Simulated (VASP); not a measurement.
Output of a VASP run:

File OSZICAR:
```
       N       E                     dE             d eps       ncg     rms          rms(c)
DAV:   1     0.398196094052E+03    0.39820E+03   -0.18507E+04   520   0.148E+03
DAV:   2     0.301499088368E+02   -0.36805E+03   -0.35649E+03   662   0.330E+02
DAV:   3    -0.149196601696E+02   -0.45070E+02   -0.44939E+02   606   0.128E+02
DAV:   4    -0.166269801048E+02   -0.17073E+01   -0.17025E+01   660   0.332E+01
DAV:   5    -0.166862951402E+02   -0.59315E-01   -0.59259E-01   658   0.484E+00    0.388E+00
DAV:   6    -0.160468452460E+02    0.63945E+00   -0.11991E+00   712   0.125E+01    0.225E+00
DAV:   7    -0.159929267068E+02    0.53919E-01   -0.61934E-01   768   0.481E+00    0.101E+00
DAV:   8    -0.160041205242E+02   -0.11194E-01   -0.77568E-02   652   0.239E+00    0.204E-01
DAV:   9    -0.160035682091E+02    0.55232E-03   -0.15356E-02   738   0.100E+00    0.114E-01
DAV:  10    -0.160039549361E+02   -0.38673E-03   -0.13988E-03   600   0.249E-01    0.451E-02
DAV:  11    -0.160040699188E+02   -0.11498E-03   -0.27793E-04   676   0.134E-01    0.823E-03
DAV:  12    -0.160040724981E+02   -0.25793E-05   -0.27391E-05   714   0.495E-02    0.598E-03
DAV:  13    -0.160040726112E+02   -0.11312E-06   -0.19512E-06   484   0.104E-02
   1 F= -.16004073E+02 E0= -.16004073E+02  d E =-.160041E+02
       N       E                     dE             d eps       ncg     rms          rms(c)
DAV:   1    -0.160484428755E+02   -0.44370E-01   -0.11409E+00   686   0.112E+01    0.103E+00
DAV:   2    -0.160134078490E+02    0.35035E-01   -0.69105E-02   664   0.262E+00    0.385E-01
DAV:   3    -0.160068920450E+02    0.65158E-02   -0.26956E-02   662   0.154E+00    0.120E-01
DAV:   4    -0.160068171317E+02    0.74913E-04   -0.54744E-04   630   0.152E-01    0.708E-02
DAV:   5    -0.160067823863E+02    0.34745E-04   -0.15322E-04   612   0.112E-01    0.171E-02
DAV:   6    -0.160067818162E+02    0.57004E-06   -0.16260E-05   592   0.447E-02    0.355E-03
DAV:   7    -0.160067821361E+02   -0.31989E-06   -0.16832E-06   366   0.134E-02
   2 F= -.16006782E+02 E0= -.16006782E+02  d E =-.270952E-02
```

### OUTCAR
```
------------------------ aborting loop because EDIFF is reached ----------------------------------------
  FORCE on cell =-STRESS in cart. coord.  units (eV):
  Direction    XX          YY          ZZ          XY          YZ          ZX
  --------------------------------------------------------------------------------------
  Total        0.0938910      0.0938910      0.0938910     -0.0000000      0.0000000     -0.0000000
  in kB        0.6967921      0.6967921      0.6967921     -0.0000000      0.0000000     -0.0000000
  external PRESSURE =       0.6967921 kB  Pullay stress =       0.0000000 kB
  volume of cell :      215.89
      direct lattice vectors                 reciprocal lattice vectors
     5.998975279  0.000000000  0.000000000     0.166695136  0.000000000  0.000000000
     0.000000000  5.998975279 -0.000000000    -0.000000000  0.166695136 -0.000000000
    -0.000000000  0.000000000  5.998975279    -0.000000000  0.000000000  0.166695136
 POSITION                                       TOTAL-FORCE (eV/Angst)
 -----------------------------------------------------------------------------------
      0.00000      0.00000      0.00000         0.000000     -0.000000      0.000000
      2.99949      2.99949      2.99949        -0.000000      0.000000      0.000000
      2.99949      0.00000      2.99949         0.000000     -0.000000      0.000000
     -0.00000      2.99949      2.99949         0.000000     -0.000000      0.000000
      2.99949      2.99949      0.00000         0.000000     -0.000000      0.000000
 -----------------------------------------------------------------------------------
    total drift:                                0.000000     -0.000000     -0.000000
  FREE ENERGIE OF THE ION-ELECTRON SYSTEM (eV)
  ---------------------------------------------------
  free  energy   TOTEN  =       -16.0067821361 eV

  energy  without entropy=      -16.0067821361  energy(sigma->0) =      -16.00678214

 reached required accuracy - stopping structural energy minimisation
```
(Selected blocks of OUTCAR.)

**POSCAR**
```
CsPbBr3
1
    5.9766631124     0.0000000000     0.0000000000
   -0.0000000000     5.9766631124     0.0000000000
    0.0000000000    -0.0000000000     5.9766631124
Cs Pb Br
1 1 3
Direct
  0.0000000000   0.0000000000   0.0000000000
  0.5000000000   0.5000000000   0.5000000000
  0.5000000000   0.0000000000   0.5000000000
  0.0000000000   0.5000000000   0.5000000000
  0.5000000000   0.5000000000   0.0000000000
```

Task: Reconstruct the remaining input files.

Result: This is not unique; one that fits is the input of the run itself, PW91 GGA, plane waves, VASP's PBE PAW potentials (set 64).

File KPOINTS:
```
Regular mesh
0
G
  4 4 4
0 0 0
```

### INCAR
```
# general
SYSTEM  = CsPbBr3
PREC    = Accurate
ENCUT   = 520
LREAL   = .FALSE.
LASPH   = .TRUE.

# electronic loop
EDIFF   = 1E-6
NELM    = 100
ALGO    = Normal
LMAXMIX = 4

# smearing
ISMEAR  = 0
SIGMA   = 0.05

# functional
GGA     = 91

# ions
IBRION  = 2
NSW     = 60
ISIF    = 3
EDIFFG  = -0.02

# output
LWAVE   = .FALSE.
LCHARG  = .FALSE.
```

POTCAR, in this order: Cs_sv Pb_d Br (PBE.64 set). Program: vasp_std.

The compound is CsPbBr3 in the cubic perovskite structure, the ideal cubic form; the compound distorts at low or room temperature. This run relaxes it. Symmetry was kept, so distortions that lower it aren't found. The start is the result of an earlier pass.
